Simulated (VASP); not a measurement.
Set up this calculation in VASP 6.6.1, as the native input.

```
Task                               : single point
Functional                         : HSE06
Potentials or basis                : VASP PAW PBE potentials, release 64 (Si, Be)
Cutoff                             : 520 eV
k mesh                             : 6 × 6 × 6
Occupations                        : fermi-dirac, width 0.02 eV
Spin                               : no spin polarisation
Dipole correction                  : no
Exchange at q = 0                  : truncated
Grid for exact exchange (PRECFOCK) : Normal
Screening parameter                : 0.2079 1/A
Further INCAR settings             : ALGO = Normal; EDIFF = 1e-06; NBANDS = 11
```

Be2Si:

```xyz
3
Lattice="0.0000 2.6414 2.6414 2.6414 0.0000 2.6414 2.6414 2.6414 0.0000" Properties=species:S:1:pos:R:3 pbc="T T T"
Si    0.0000    0.0000    0.0000
Be    1.3207    1.3207    1.3207
Be    3.9621    3.9621    3.9621
```

The cell was built by a generator and needn't be a form met in nature.

One way to write it, as run:

POSCAR

```
Be2Si
1.0
    0.0000000000      2.6413830432      2.6413830432
    2.6413830432      0.0000000000      2.6413830432
    2.6413830432      2.6413830432      0.0000000000
Si Be
1 2
Direct
    0.0000000000      0.0000000000      0.0000000000
    0.2500000000      0.2500000000      0.2500000000
    0.7500000000      0.7500000000      0.7500000000
```

INCAR.step1

```
PREC = Accurate ; ENCUT = 520
EDIFF = 1E-5 ; ISMEAR = -1
SIGMA = 0.02 ; LREAL = F
LASPH = T ; NELM = 60
ALGO = Normal ; ISIF = 2
LWAVE = T ; NBANDS = 11
GGA = PE
```

INCAR.step2

```
PREC = Accurate ; ENCUT = 520
EDIFF = 1E-6 ; ISMEAR = -1
SIGMA = 0.02 ; LREAL = F
LASPH = T ; NELM = 60
ALGO = Normal ; ISIF = 2
LWAVE = F ; LCHARG = T
GGA = PE ; LHFCALC = T
HFSCREEN = 0.2079 ; PRECFOCK = Normal
LELF = T ; LVHAR = T
NBANDS = 11 ; ISTART = 1
```

KPOINTS

```
regular mesh
0
Gamma
  6 6 6
```

Potentials or basis: VASP PAW PBE potentials, release 64 (Si, Be).

Run with:

```sh
$ cat potpaw_PBE.64/Si/POTCAR potpaw_PBE.64/Be/POTCAR > POTCAR
$ cp INCAR.step1 INCAR
$ mpirun -np 1 vasp_std > vasp.out
$ cp INCAR.step2 INCAR
$ mpirun -np 1 vasp_std > vasp.out
```

Results of the run:

```json
{
  "Pressure": "-0.6 GPa",
  "Band gap on the k mesh": "none (metal or under the smearing width)"
}
```

Caveat: the PAW data sets were made with another functional, which shifts forces and pressure a little.

Wall time 6.9 min on 1 thread of Intel(R) Xeon(R) Platinum 8559C (Emerald Rapids) (shared host), peak memory 0.25 GiB.
